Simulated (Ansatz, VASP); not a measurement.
Given: the input of a run of Ansatz 0.2.0 on Mg6CoSb.

The input input.yaml:

```yaml
crystal:
  lattice:
    - [4.9768851674, 0.0, 0.0]
    - [0.0, 3.1746731114, 5.4317543299]
    - [0.0, -3.1746731114, 5.4317543299]
  atoms:
    - { symbol: Sb, position: [0.5, 0.672789, 0.672789] }
    - { symbol: Co, position: [0.0, 0.842175, 0.842175], spin: 2.0 }
    - { symbol: Mg, position: [0.5, 0.169251, 0.169251] }
    - { symbol: Mg, position: [0.5, 0.674995, 0.147485] }
    - { symbol: Mg, position: [0.5, 0.147485, 0.674995] }
    - { symbol: Mg, position: [0.0, 0.334014, 0.334014] }
    - { symbol: Mg, position: [0.0, 0.837973, 0.321317] }
    - { symbol: Mg, position: [0.0, 0.321317, 0.837973] }
hamiltonian:
  xc: pbe
  pseudopotentials: { kind: paw }
magnetization:
  spin_polarized: true
kpoints:
  mp_grid: { grid: [6, 5, 5] }
scf:
  occupations: { method: fermi_dirac, width: 0.05 }
output:
  forces: true
  stress: true
  eigenvalues: true
```

Potentials or basis: Ansatz PAW.

Run with:

```bash
$ ansatz run input.yaml --threads 4 --pin off --max-ram 10240MiB --backend cpu --events-out ev --progress --plain --runs-dir out
```

**Question.** Translate it to VASP 6.6.1. Potentials there: VASP PAW PBE potentials, release 64 (Sb, Co, Mg).

**Answer.** As run (the cutoff follows the program's own potentials):

Contents of INCAR:

```
PREC = Accurate
ENCUT = 520
EDIFF = 1E-7
ISMEAR = -1
SIGMA = 0.05
LREAL = False
LASPH = True
NELM = 100
ALGO = Normal
ISIF = 2
LWAVE = False
LCHARG = False
ISPIN = 2
MAGMOM = 0 2 0 0 0 0 0 0
LORBIT = 11
LMAXMIX = 4
GGA = PE
NBANDS = 27
```

Contents of KPOINTS:

```
Automatic mesh
0
Gamma
  6 5 5
```

Contents of POSCAR:

```
Mg6CoSb
1.0
    4.9768851674      0.0000000000      0.0000000000
    0.0000000000      3.1746731114      5.4317543299
    0.0000000000     -3.1746731114      5.4317543299
Sb Co Mg
1 1 6
Direct
    0.5000000000      0.6727890000      0.6727890000
    0.0000000000      0.8421750000      0.8421750000
    0.5000000000      0.1692510000      0.1692510000
    0.5000000000      0.6749950000      0.1474850000
    0.5000000000      0.1474850000      0.6749950000
    0.0000000000      0.3340140000      0.3340140000
    0.0000000000      0.8379730000      0.3213170000
    0.0000000000      0.3213170000      0.8379730000
```

Potentials or basis: VASP PAW PBE potentials, release 64 (Sb, Co, Mg).

Command:

```bash
$ cat potpaw_PBE.64/Sb/POTCAR potpaw_PBE.64/Co/POTCAR potpaw_PBE.64/Mg/POTCAR > POTCAR
$ mpirun -np 1 vasp_std > vasp.out
```

Both were run:

|  | VASP | Ansatz | Ansatz less VASP |
| --- | --- | --- | --- |
| gap on the k mesh at the Fermi level (eV) | none | none | - |
| pressure (GPa) | -2.3 | -2.2 | +0.11 |
| largest component of the traceless stress (GPa) | 0.17 | 0.17 | -0.008 |
| rms of the force components (eV/Å) | 0.042 | 0.043 | +0.0017 |
| net moment per atom (μB) | 0.14 | 0.14 | +0.003 |
| size of the moment on the site where the two differ most (μB) | 1.30 | 1.34 | +0.039 |

Site moments also hang on the region over which each program counts them. Atom by atom the forces differ by 0.002 eV/Å (rms over components). A gap of «none» marks a metal or a gap that the smearing closes. The two sets of potentials don't hold the same shells in valence.

Caveats: a cell with one magnetic atom can't hold antiferromagnetic order, which such compounds often take. The runs have no spin-orbit coupling, so splittings on Sb are missing.
